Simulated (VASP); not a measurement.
Given:

```xyz
5
Lattice="6.0926 0.0000 0.0000 0.0000 6.0926 0.0000 0.0000 0.0000 6.0926" Properties=species:S:1:pos:R:3 pbc="T T T"
Cs     0.0000     0.0000     0.0000
Pb     3.0463     3.0463     3.0463
Br     3.0463     3.0463     0.0000
Br     0.0000     3.0463     3.0463
Br     3.0463     0.0000     3.0463
```

The numbers are results of PBE GGA, VASP's PBE PAW potentials (set 64) (plane waves; VASP), not measurements. Numerical set-up: 300 eV cut-off, 5×5×5 Γ-centred mesh, Gaussian smearing of 0.010 eV, potentials Cs_sv Pb_d Br.

Unless said otherwise, spin-orbit coupling is left out, though it shifts the bands of the heavy elements here.

**Question.** Give the energies of bands 13 to 25 at the high-symmetry points, in eV from the valence-band maximum.

**Answer.** 
| band | Γ | X | M | R |
|---|---|---|---|---|
| 13 | -6.73 | -7.26 | -7.73 | -7.85 |
| 14 | -3.39 | -3.31 | -3.19 | -2.07 |
| 15 | -3.39 | -3.31 | -2.20 | -2.07 |
| 16 | -3.39 | -2.01 | -1.72 | -2.07 |
| 17 | -1.45 | -1.58 | -1.72 | -1.66 |
| 18 | -1.45 | -1.58 | -1.66 | -1.66 |
| 19 | -1.45 | -1.55 | -1.63 | -1.06 |
| 20 | -1.38 | -1.45 | -1.63 | -1.06 |
| 21 | -1.38 | -1.45 | -1.07 | -1.06 |
| 22 | -1.38 | -1.07 | -0.53 | 0.00 |
| 23 | 3.48 | 2.76 | 2.37 | 1.93 |
| 24 | 4.75 | 4.82 | 2.37 | 1.93 |
| 25 | 4.75 | 5.28 | 4.92 | 1.93 |

The gap is direct, 1.93 eV, from the valence maximum at R to the conduction minimum at R.

The structure comes from a computed database's CsPbBr3 entry; how it stands against other phases isn't given here. The cell was not relaxed at this level.
